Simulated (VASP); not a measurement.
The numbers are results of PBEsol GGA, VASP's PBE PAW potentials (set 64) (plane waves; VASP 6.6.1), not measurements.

VASP ran on this input.

File KPOINTS:
```
Regular mesh
0
gamma
 10 10 10
0 0 0
```

POSCAR:
```
Bi
1
    3.2202493062    -0.0000000000    -0.0000000000
   -0.0000000000     3.2202493062     0.0000000000
   -0.0000000000    -0.0000000000     3.2202493062
Bi
1
Direct
  0.0000000000   0.0000000000   0.0000000000
```

**INCAR**
```
SYSTEM = Bi
PREC = Accurate
ENCUT = 400
EDIFF = 1E-6
NELM = 100
ALGO = Normal
LREAL = .FALSE.
LASPH = .TRUE.
ISMEAR = 1
SIGMA = 0.1
GGA = PS
LMAXMIX = 4
LWAVE = .FALSE.
LCHARG = .FALSE.
IBRION = 2
ISIF = 3
NSW = 60
EDIFFG = -0.01
```

POTCAR, in this order: Bi_d (PBE.64 set). Program: vasp_std.

Unless said otherwise, spin-orbit coupling is left out, though it shifts the bands of the heavy elements here.

What does the run give for the energy per atom (σ→0), band gap (on the k-mesh)?

| Item | Value |
|---|---|
| energy per atom (σ→0) | -4.274 eV/atom |
| band gap (on the k-mesh) | none (metal, semimetal or under 0.01 eV) |

**OSZICAR**
```
...
DAV:   4    -0.427528886276E+01   -0.11919E+00   -0.11916E+00  1445   0.143E+01
DAV:   5    -0.428021306756E+01   -0.49242E-02   -0.49241E-02  1576   0.253E+00    0.593E-01
DAV:   6    -0.427585158398E+01    0.43615E-02   -0.85036E-03  1552   0.155E+00    0.338E-01
DAV:   7    -0.427466723493E+01    0.11843E-02   -0.51923E-03  1445   0.126E+00    0.803E-02
DAV:   8    -0.427463152229E+01    0.35713E-04   -0.53075E-04  1403   0.411E-01    0.822E-03
DAV:   9    -0.427462581698E+01    0.57053E-05   -0.21089E-05  1471   0.825E-02    0.434E-03
DAV:  10    -0.427462492459E+01    0.89239E-06   -0.10877E-06   898   0.129E-02
   1 F= -.42746249E+01 E0= -.42744980E+01  d E =-.427462E+01
```

The structure was generated: Bi was put into the simple-cubic type (Pm-3m), which need not be its known phase. It was relaxed first, which changed the volume by -6 %. The start is the result of an earlier pass.
